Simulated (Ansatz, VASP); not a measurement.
**Cross-check of CeO2 between VASP and Ansatz**

Wanted: the spread between two codes on one cell, functional and k mesh.

Method: plane waves, with VASP 6.6.1 beside it; single point at PBEsol, in Ansatz 0.2.0.

In doubt: the elements are of a kind flagged for part-filled d or f shells, though by formal charges that shell is empty here, so the flag may not apply; the elements are of a kind flagged for part-filled d or f shells, though by formal charges that shell is empty here, so the flag may not apply.

## 1. The structure

Symmetry: Fm-3m, No. 225, cubic system. Conventional cell: a = 5.407 Å, b = 5.407 Å, c = 5.407 Å, α = 90.00°, β = 90.00°, γ = 90.00°. Nearest to Ce lie 8 O at 2.34 Å. O has 4 Ce at 2.34 Å nearest. Farther neighbours and most contacts between anions are not listed.

## 2. VASP: single point, PBEsol

With cell and atoms fixed, the geometry can't cause a difference; cores, projectors, grids and the points listed under the comparison can.

Lines of VASP's logs that name or quote its potential files are left out, and so is its time.

INCAR reads:

```
SYSTEM = CeO2
PREC = Accurate
ENCUT = 520
EDIFF = 1E-05
NELM = 150
ISMEAR = 0
SIGMA = 0.05
LREAL = .FALSE.
ALGO = Normal
GGA = PS
NBANDS = 19
ISPIN = 2
MAGMOM = 0 0 0
LASPH = .TRUE.
LMAXMIX = 6
AMIX = 0.2
BMIX = 1E-04
AMIX_MAG = 0.8
BMIX_MAG = 1E-04
LORBIT = 11
LWAVE = .FALSE.
LCHARG = .FALSE.
KPAR = 4
```

POSCAR reads:

```
CeO2
1.0
    0.0000000000      2.7036500000      2.7036500000
    2.7036500000      0.0000000000      2.7036500000
    2.7036500000      2.7036500000      0.0000000000
Ce O
1 2
Direct
    0.0000000000      0.0000000000      0.0000000000
    0.7500000000      0.7500000000      0.7500000000
    0.2500000000      0.2500000000      0.2500000000
```

KPOINTS reads:

```
Automatic mesh
0
Gamma
8 8 8
0 0 0
```

The projector-augmented-wave data sets are Ce and O (PBE family, release 64).

Command:

```
$ mpirun -np 4 vasp_std
```

Numbers of over 12 decimals in the logs are rounded to 6 here.

Output:

```text
[banner, memory and clock lines left out]
running    4 mpi-ranks, on    1 nodes
 distrk:  each k-point on    1 cores,    4 groups
 distr:  one band on    1 cores,    1 groups

 POSCAR found type information on POSCAR CeO
 POSCAR found :  2 types and       3 ions
|                                                                             |
|               ----> ADVICE to this user running VASP <----                  |
|                                                                             |
|     You enforced a specific xc type in the INCAR file but a different       |
|     [... a line on the potential file left out ...]
|     I HOPE YOU KNOW WHAT YOU ARE DOING!                                     |
|                                                                             |

 LDA part: xc-table for (Slater+PW92), standard interpolation
 POSCAR, INCAR and KPOINTS ok, starting setup
 FFT: planning ... GRIDC
 FFT: planning ... GRID_SOFT
 FFT: planning ... GRID
 WAVECAR not read
 entering main loop
       N       E                     dE             d eps       ncg     rms          rms(c)
DAV:   1     0.226936891142E+03    0.22694E+03   -0.11398E+04  2260   0.167E+03
DAV:   2     0.899117876922E+01   -0.21795E+03   -0.18807E+03  2730   0.288E+02
DAV:   3    -0.313306664230E+02   -0.40322E+02   -0.37531E+02  2710   0.143E+02
DAV:   4    -0.325909756176E+02   -0.12603E+01   -0.12589E+01  3034   0.259E+01
DAV:   5    -0.326684137199E+02   -0.77438E-01   -0.77421E-01  3608   0.515E+00    0.320E+01
DAV:   6    -0.276813103166E+02    0.49871E+01   -0.12708E+01  3057   0.281E+01    0.207E+01
DAV:   7    -0.277305235071E+02   -0.49213E-01   -0.25316E+00  3386   0.152E+01    0.110E+01
DAV:   8    -0.285808465042E+02   -0.85032E+00   -0.61413E+00  3016   0.384E+01    0.183E+01
DAV:   9    -0.281663722431E+02    0.41447E+00   -0.52238E-01  3052   0.633E+00    0.660E+00
DAV:  10    -0.275434128445E+02    0.62296E+00   -0.15813E+00  3012   0.133E+01    0.114E+00
DAV:  11    -0.275480172358E+02   -0.46044E-02   -0.10105E-01  3092   0.219E+00    0.119E+00
DAV:  12    -0.275474697779E+02    0.54746E-03   -0.35246E-02  3082   0.258E+00    0.663E-01
DAV:  13    -0.275468499494E+02    0.61983E-03   -0.21913E-02  2652   0.231E+00    0.102E+00
DAV:  14    -0.275457755636E+02    0.10744E-02   -0.26355E-03  3468   0.412E-01    0.654E-01
DAV:  15    -0.275443945666E+02    0.13810E-02   -0.16467E-03  2268   0.612E-01    0.130E-01
DAV:  16    -0.275444282976E+02   -0.33731E-04   -0.19473E-04  3598   0.696E-02    0.140E-01
DAV:  17    -0.275442917651E+02    0.13653E-03   -0.10205E-04  2788   0.147E-01    0.662E-02
DAV:  18    -0.275442484650E+02    0.43300E-04   -0.66264E-05  2540   0.115E-01    0.233E-02
DAV:  19    -0.275442468448E+02    0.16202E-05   -0.25028E-05  2104   0.691E-02
   1 F= -.27544247E+02 E0= -.27544247E+02  d E =-.125682E-10  mag=     0.0000
```

OUTCAR, selected parts (step 2):

```text
ion  position               nearest neighbor table
   1  0.000  0.000  0.000-   2 2.34   2 2.34   2 2.34   2 2.34   3 2.34   3 2.34   3 2.34   3 2.34

  LATTYP: Found a face centered cubic cell.
 ALAT       =     5.4073000000

 Subroutine GETGRP returns: Found 48 space group operations
 (whereof 48 operations were pure point group operations)

The static configuration has the point symmetry O_h .

 Found     29 irreducible k-points:

   k-points           NKPTS =     29   k-points in BZ     NKDIM =     29   number of bands    NBANDS=     19

   dimension x,y,z NGX =    28 NGY =   28 NGZ =   28
   dimension x,y,z NGXF=    56 NGYF=   56 NGZF=   56

   ENCUT  =  520.0 eV  38.22 Ry    6.18 a.u.   7.11  7.11  7.11*2*pi/ulx,y,z

   NELECT =      24.0000    total number of electrons

 k-points in reciprocal lattice and weights: Automatic mesh
   0.00000000  0.00000000  0.00000000       0.002
   0.12500000  0.00000000  0.00000000       0.016
   0.25000000  0.00000000  0.00000000       0.016
   0.37500000  0.00000000  0.00000000       0.016
   0.50000000  0.00000000  0.00000000       0.008
   0.12500000  0.12500000  0.00000000       0.012
   0.25000000  0.12500000  0.00000000       0.047
   0.37500000  0.12500000  0.00000000       0.047
   0.50000000  0.12500000  0.00000000       0.047
[...]
-0.37500000  0.50000000  0.12500000       0.023
  -0.25000000  0.50000000  0.25000000       0.012

 average (electrostatic) potential at core
       1 -77.0020       2 -67.9934       3 -67.9934

 E-fermi :   5.4437

 spin component 1
 k-point     1 :       0.0000    0.0000    0.0000
  band No.  band energies     occupation
    ...
      8       1.2842      1.00000
      9       1.2842      1.00000
     10       4.5963      1.00000
     11       4.5963      1.00000
     12       4.5963      1.00000
     13       7.5155      0.00000
     14       7.5155      0.00000
     15       7.5155      0.00000
     16       7.7903      0.00000
     17       8.1980      0.00000
    ...

 k-point     2 :       0.1250    0.0000    0.0000
  band No.  band energies     occupation
    ...
      8       1.4311      1.00000
      9       1.6881      1.00000
     10       4.4506      1.00000
     11       4.5375      1.00000
     12       4.5375      1.00000
     13       7.4996      0.00000
     14       7.4996      0.00000
     15       7.5169      0.00000
     16       7.8098      0.00000
     17       8.0578      0.00000
    ...

 k-point     3 :       0.2500    0.0000    0.0000
  band No.  band energies     occupation
    ...
      8       1.7709      1.00000
      9       2.6344      1.00000
     10       4.1948      1.00000
     11       4.4304      1.00000
     12       4.4304      1.00000
     13       7.4489      0.00000
     14       7.4489      0.00000
     15       7.5204      0.00000
     16       7.7095      0.00000
     17       7.9152      0.00000
    ...

 k-point     4 :       0.3750    0.0000    0.0000
  band No.  band energies     occupation
    ...
      8       2.0692      1.00000
      9       3.5217      1.00000
     10       4.0740      1.00000
     11       4.3986      1.00000
     12       4.3986      1.00000
     13       7.3572      0.00000
     14       7.3965      0.00000
     15       7.3965      0.00000
     16       7.5238      0.00000
     17       8.0083      0.00000
    ...

 k-point     5 :       0.5000    0.0000    0.0000
  band No.  band energies     occupation
    ...
      8       2.1728      1.00000
      9       3.9349      1.00000
     10       3.9876      1.00000
     11       4.4169      1.00000
     12       4.4169      1.00000
     13       7.1878      0.00000
     14       7.3784      0.00000
     15       7.3784      0.00000
     16       7.5253      0.00000
     17       8.0392      0.00000
    ...

 k-point     6 :       0.1250    0.1250    0.0000
  band No.  band energies     occupation
    ...
      8       1.5440      1.00000
      9       1.7203      1.00000
     10       3.9888      1.00000
     11       4.7200      1.00000
     12       4.7200      1.00000
     13       7.4609      0.00000
     14       7.5257      0.00000
     15       7.5257      0.00000
     16       7.8193      0.00000
     17       7.9427      0.00000
    ...

  Total       -0.2080981     -0.2080981     -0.2080981      0.0000000      0.0000000      0.0000000
  in kB       -8.4352376     -8.4352376     -8.4352376      0.0000000      0.0000000      0.0000000
  external PRESSURE =      -8.4352376 kB  Pullay stress =       0.0000000 kB

  energy-cutoff  :      520.00
  volume of cell :       39.53
      direct lattice vectors                 reciprocal lattice vectors
     0.000000000  2.703650000  2.703650000    -0.184935180  0.184935180  0.184935180
     2.703650000  0.000000000  2.703650000     0.184935180 -0.184935180  0.184935180
     2.703650000  2.703650000  0.000000000     0.184935180  0.184935180 -0.184935180

 POSITION                                       TOTAL-FORCE (eV/Angst)
 -----------------------------------------------------------------------------------
      0.00000      0.00000      0.00000        -0.000000     -0.000000     -0.000000
      4.05548      4.05548      4.05548         0.000000      0.000000      0.000000
      1.35183      1.35183      1.35183        -0.000000     -0.000000     -0.000000
 -----------------------------------------------------------------------------------
    total drift:                                0.000000      0.000000      0.000000

  FREE ENERGIE OF THE ION-ELECTRON SYSTEM (eV)
  ---------------------------------------------------
  free  energy   TOTEN  =       -27.5442468448 eV

  energy  without entropy=      -27.5442468448  energy(sigma->0) =      -27.54424684

 total charge
# of ion       s       p       d       f       tot
--------------------------------------------------
    1        2.013   5.792   0.911   0.962   9.679
    2        1.572   3.423   0.000   0.000   4.995
    3        1.572   3.423   0.000   0.000   4.995
--------------------------------------------------
tot          5.158  12.638   0.911   0.962  19.669

 magnetization (x)
# of ion       s       p       d       f       tot
--------------------------------------------------
    1       -0.000  -0.000   0.000   0.000   0.000
    2       -0.000  -0.000   0.000   0.000  -0.000
    3       -0.000  -0.000   0.000   0.000  -0.000
--------------------------------------------------
tot         -0.000  -0.000   0.000   0.000  -0.000

[... 5 further parts left out ...]
```

This run allows spin, but its moments start at zero, where symmetry between the spins tends to hold them, although Ce can carry a moment.

## 3. Ansatz: single point, PBEsol

Ansatz runs on its default PAW (the set named soft_2) files.

The same cell, functional, mesh and smearing now go to Ansatz, which takes its cutoff from its data sets.

input.yaml reads:

```yaml
crystal:
  lattice:
    - [0.0, 2.70365, 2.70365]
    - [2.70365, 0.0, 2.70365]
    - [2.70365, 2.70365, 0.0]
  atoms:
    - { symbol: Ce, position: [0.0, 0.0, 0.0] }
    - { symbol: O, position: [0.75, 0.75, 0.75] }
    - { symbol: O, position: [0.25, 0.25, 0.25] }
hamiltonian:
  xc: pbesol
  pseudopotentials: { kind: paw }
magnetization:
  spin_polarized: true
kpoints:
  mp_grid: { grid: [8, 8, 8] }
scf:
  occupations: { method: gaussian, width: 0.05 }
  n_extra_bands: 6
output:
  forces: true
  stress: true
  eigenvalues: true
```

Command:

```
$ ansatz run input.yaml --threads 2 --pin off --max-ram 4608MiB --backend cpu --events-out ev --progress --plain --runs-dir out
```

Output:

```text
scf.n_extra_bands = 6 over 12 filled bands (N_el = 24.0): the run solves 18 bands
Engine: ansatz 0.2.0, aarch64-unknown-linux-gnu
Pseudopotentials: kind: paw
Pseudopotential: Ce, paw, valence charge 12, recommended cutoff 420 eV (normal), Ce.paw.azcp
Pseudopotential: O, paw, valence charge 6, recommended cutoff 420 eV (normal), O.paw.azcp
Functional definition: PBEsol
  exchange = pbesol_x
  correlation = pbesol_c
Crystal: 3 atoms, lattice volume = 39.526 Å³
Basis set: ecut = 420 eV, 749 PW (Γ), exchange–correlation on 54×54×54 points (8 copies of the dense FFT grid, shifted against one another)
Bands: 18, of which v1, the nominal top of the filled ones, is band 12 counted from 1 (11 counted from 0)
Symmetry: 48 space group operations
Space group: Fm-3m (ITA 225), of the structure as read, at distance tolerance 3.4e-5 Å
k-points: 29 of 512
Non-local potential: Ce, projectors of the file, l = 0: 3, l = 1: 2, l = 2: 2, l = 3: 3
Non-local potential: O, projectors of the file, l = 0: 2, l = 1: 2, l = 2: 1
PAW form: soft (Blöchl's): semilocal exchange-correlation on the pseudo side does not see the compensation charge
PAW frozen core: Ce, regenerated for the run's functional, and the local potential with it (the file was generated under x = pbe(κ = 0.804, μ = 0.219515), c = pbe(β = 0.066725))
PAW frozen core: O, regenerated for the run's functional, and the local potential with it (the file was generated under x = pbe(κ = 0.804, μ = 0.219515), c = pbe(β = 0.066725))
PAW one-centre angular grid: Ce, 590 points (default); XC on 64 Gauss nodes
PAW one-centre angular grid: O, 110 points (default); XC on 64 Gauss nodes
Initial density: superposition of atomic densities (chi_scale 0.1, normalization cell, long waves kept (reshape's long-wave potential 0.00 eV rms))
Starting moments: Σ|m| = 2 μB in the open shells of 1 of 3 sites, parallel; the input types none
Initial wavefunctions: pseudopotential atomic-orbital guess
Functional: x = pbesol(κ = 0.804, μ = 0.123457), c = pbesol(β = 0.046)
SCF iter   1: F=—  HF=-7612.963352 eV  |F-HF|=—  |Δ(HF+E_count)|=         —  Δρ=1.04e-1 (↑1.04e-1 ↓9.38e-2)  dr2=5.33e0  dr2_m=7.64e-1  M=0.000 μB ∫|m|=0.194 μB  β_m=0.30  ethr=3.10e-3  ⟨swp⟩=5.1  Hψ=4446  notcnv=0
preconditioner: auto → none  [insulator: Δε(μ)=2.247 eV  Ē_g=10.928 eV  σ=0.050 eV  W_gap=1.00  n_scr=14 (ndim 8)  ℏωp=27.7 eV  f_vac=0.002  D(μ)=0.00/eV (n_scr^D=0)  ε∞_Penn≈7.4]
SCF iter   2: F=—  HF=-7612.297219 eV  |F-HF|=—  |Δ(HF+E_count)|=   6.66e-1  Δρ=6.48e-2 (↑6.02e-2 ↓6.48e-2)  dr2=1.25e0  dr2_m=3.65e-1  M=0.000 μB ∫|m|=0.185 μB  β_m=0.42  ethr=3.10e-3  ⟨swp⟩=4.2  Hψ=2907  notcnv=0  defer=101
SCF iter   3: F=—  HF=-7611.962139 eV  |F-HF|=—  |Δ(HF+E_count)|=   3.35e-1  Δρ=2.79e-2 (↑2.60e-2 ↓2.79e-2)  dr2=3.90e-1  dr2_m=7.12e-2  M=0.000 μB ∫|m|=0.116 μB  β_m=0.43  ethr=3.10e-3  ⟨swp⟩=3.0  Hψ=2189  notcnv=0  defer=101
SCF iter   4: F=—  HF=-7611.883206 eV  |F-HF|=—  |Δ(HF+E_count)|=   7.89e-2  Δρ=1.02e-2 (↑4.81e-3 ↓1.02e-2)  dr2=4.39e-2  dr2_m=7.04e-3  M=0.000 μB ∫|m|=0.075 μB  β_m=0.59  ethr=1.63e-3  ⟨swp⟩=3.9  Hψ=2452  notcnv=0  defer=101
SCF iter   5: F=—  HF=-7611.924572 eV  |F-HF|=—  |Δ(HF+E_count)|=   4.14e-2  Δρ=3.03e-3 (↑3.03e-3 ↓1.76e-3)  dr2=6.00e-3  dr2_m=7.93e-4  M=0.000 μB ∫|m|=0.031 μB  β_m=0.65  ethr=1.83e-4  ⟨swp⟩=4.0  Hψ=2429  notcnv=0  defer=101
SCF iter   6: F=—  HF=-7611.922307 eV  |F-HF|=—  |Δ(HF+E_count)|=   2.26e-3  Δρ=1.33e-3 (↑7.02e-4 ↓1.33e-3)  dr2=5.28e-4  dr2_m=2.77e-4  M=0.000 μB ∫|m|=0.019 μB  β_m=0.76  ethr=2.50e-5  ⟨swp⟩=3.0  Hψ=2184  notcnv=0  defer=101
SCF iter   7: F=—  HF=-7611.923549 eV  |F-HF|=—  |Δ(HF+E_count)|=   1.24e-3  Δρ=6.04e-4 (↑2.57e-4 ↓6.04e-4)  dr2=8.27e-5  dr2_m=4.91e-5  M=0.000 μB ∫|m|=0.008 μB  β_m=0.88  ethr=2.20e-6  ⟨swp⟩=2.1  Hψ=1963  notcnv=0  defer=101
SCF iter   8: F=—  HF=-7611.924549 eV  |F-HF|=—  |Δ(HF+E_count)|=   9.99e-4  Δρ=1.15e-4 (↑3.89e-5 ↓1.15e-4)  dr2=5.70e-6  dr2_m=1.20e-6  M=0.000 μB ∫|m|=0.001 μB  β_m=0.94  ethr=3.44e-7  ⟨swp⟩=2.3  Hψ=1936  notcnv=0  defer=101
SCF iter   9: F=—  HF=-7611.924559 eV  |F-HF|=—  |Δ(HF+E_count)|=   1.07e-5  Δρ=1.85e-5 (↑1.16e-5 ↓1.85e-5)  dr2=3.46e-7  dr2_m=7.11e-9  M=0.000 μB ∫|m|=0.000 μB  β_m=0.97  ethr=2.38e-8  ⟨swp⟩=2.3  Hψ=1721  notcnv=0  defer=101
SCF iter  10: F=—  HF=-7611.924560 eV  |F-HF|=—  |Δ(HF+E_count)|=   4.07e-7  Δρ=2.41e-6 (↑2.41e-6 ↓2.33e-6)  dr2=1.06e-8  dr2_m=7.40e-12  M=0.000 μB ∫|m|=0.000 μB  β_m=0.98  ethr=1.44e-9  ⟨swp⟩=2.1  Hψ=1738  notcnv=0  defer=101
SCF iter  11: F=-7611.924560 eV  HF=-7611.924560 eV  |F-HF|=1.45e-8  |Δ(HF+E_count)|=   1.99e-8  Δρ=3.09e-6 (↑3.09e-6 ↓2.76e-6)  dr2=1.51e-8  dr2_m=1.32e-11  M=0.000 μB ∫|m|=0.000 μB  ethr=4.43e-11  ⟨swp⟩=9.7  Hψ=5568  notcnv=0
SCF 1 converged in 11 iterations: F = -7611.924560 eV  dr2 = 1.51e-8
  greatest PAW one-centre occupation: 0.988 electrons in one spin orbital (limit 2), on the Ce atom at site 0 (counted from 0), in its partial waves of l = 0
WARN: the starting moments were not kept: the SCF closed with an absolute magnetisation of 4.1e-6 μB, where they sum to 2 μB in size (1 site). That is at most 0.1 of that sum. Measured as dr2_m measures the in/out step, that magnetisation stands 5.9e-12 eV from none, at or under the dr2_threshold of 1.0e-7 eV: it is no larger than a step whose dr2_m would equal this threshold. The system may hold no moment; this SCF  [...]
SCF converged after 11 iterations
Magnetization: 0.0000 μB (12.0000 up, 12.0000 down)
Absolute magnetization: 0.0000 μB (∫|ρ↑−ρ↓|, with the PAW one-centre terms)
Spin contamination: 0.0000 ħ² per cell (⟨S²⟩ above its minimum at these occupations)
Per-site moments (μB) at R_I (Å): [(-1.1761518895200928e-6, 0.965840), (1.0060625158247925e-6, 0.965840), (1.0060625159110486e-6, 0.965840)]
Free energy (F): -7611.924560 eV
Harris-Foulkes:  -7611.924560 eV  (|F-HF|=1.45e-8)
Internal energy: -7611.924560 eV  (E = F + TS)
E sigma→0 (E₀):  -7611.924560 eV
Fermi energy:    12.086349 eV
--- Per-component energies (eV) ---
  E_band       = 28.709746
  E_kinetic    = 738.143657
  E_local      = -916.853783  (includes V_loc(G=0)·N_el)
  E_nonlocal   = 34.160274
  E_hartree    = 324.366881
  E_xc         = -376.108914
  E_vxc        = -445.163766  (∫ρ·V_xc dr)
  E_paw        = -5685.318543  (= ΣΔE_a)
  E_vpaw       = -30.315556  (= ΣTr[D̂ρ^β])
  E_aug_tail   = 0.004841  (compensation charges beyond the density's cutoff)
  E_ewald      = -1730.615845
  E_core_change = 0.296871  (= ΣΔE_core)
  E_smearing   = -0.000000  (= −TS)
  E_closure    = 0.000000  (closes the sum)
  Σ components = -7611.924560   (vs F -7611.924560, Δ=0.00e0)
--- Forces (eV/Å), atoms counted from 1 ---
  atom   1  Ce    -0.00000000    -0.00000000     0.00000000
  atom   2  O     -0.00000000     0.00000000     0.00000000
  atom   3  O     -0.00000000    -0.00000000    -0.00000000
  max |Σ_I F_I| component: 2.31e-17 eV/Å
--- Stress (GPa, compression-positive) ---
       -0.980656       0.000000       0.000000
        0.000000      -0.980656       0.000000
       -0.000000       0.000000      -0.980656
  P = ⅓ Tr σ = -0.9807 GPa (-9.807 kbar)
--- Band table (eV; the first three rows and the last of 58) ---
  k-point 0 ↑: bands = [... 8 lower, 7.1451, 10.4627, 10.4627, 10.4627, 13.4035, 13.4035, 13.4035, 13.6780, ... 2 higher]
  k-point 1 ↑: bands = [... 8 lower, 7.5478, 10.3158, 10.4032, 10.4032, 13.3875, 13.3875, 13.4049, 13.6972, ... 2 higher]
  k-point 2 ↑: bands = [... 8 lower, 8.4948, 10.0583, 10.2949, 10.2949, 13.3368, 13.3368, 13.4084, 13.5956, ... 2 higher]
  k-point 28 ↓: bands = [... 8 lower, 10.0123, 10.0123, 10.3456, 10.3988, 13.1499, 13.2764, 13.2764, 13.5198, ... 2 higher]
```

Wall time 4.8 s (2 threads of Arm Neoverse V2, shared host); peak memory 0.38 GiB; 8.5 s of CPU time.

In the SCF lines HF is the Harris–Foulkes energy and dr2 the Hartree energy of the density residual, in eV; the loop may stop once dr2 is under the threshold and the program's other checks hold. Hψ counts applications of the Hamiltonian.

The run ends at a pressure of -0.98 GPa.

## 4. Side by side

Known differences besides the potentials themselves: the cutoff is 420 eV in Ansatz and 520 eV in VASP; Ansatz makes its cores anew for this functional, VASP keeps those of its PBE data sets. Total energies have different zeros and are not compared.

Both answers:

```tsv
quantity	Ansatz	VASP	difference
pressure (GPa)	-0.98	-0.84	-0.14
pressure without Ansatz's Pulay correction (GPa)	-1.62	-0.84	-0.78
gap on the k mesh (eV)	1.980	1.955	+0.025
```

A gap on the mesh is an upper bound, since the band edges may lie between its points. Ansatz's pressure holds a Pulay correction of 0.64 GPa; VASP's holds none.

## 5. Outcome

```yaml
difference_in_gap_on_the_k_mesh_single_point_pbesol: 0.025 eV
```

What this shows: The difference in gap on the k mesh is 0.025 eV (single point, PBEsol), within the 0.08 eV picked in this series as the mark of a large difference. Such differences can come from data sets, numerical settings and the points named under the comparisons, not from the functional's error against experiment.

[Lines on the potential files, build, host, timing and source positions are cut from VASP's logs without a mark.]

[Logs are printed without paths, hosts, clocks, repeated set-up lines and the standing remarks that a program may print on its own settings, such as how far it seeks lower states.]

[Hosts, paths, dates, database ids (printed as entryN), source tags and the programs' standing remarks are cut or masked in the printed files.]
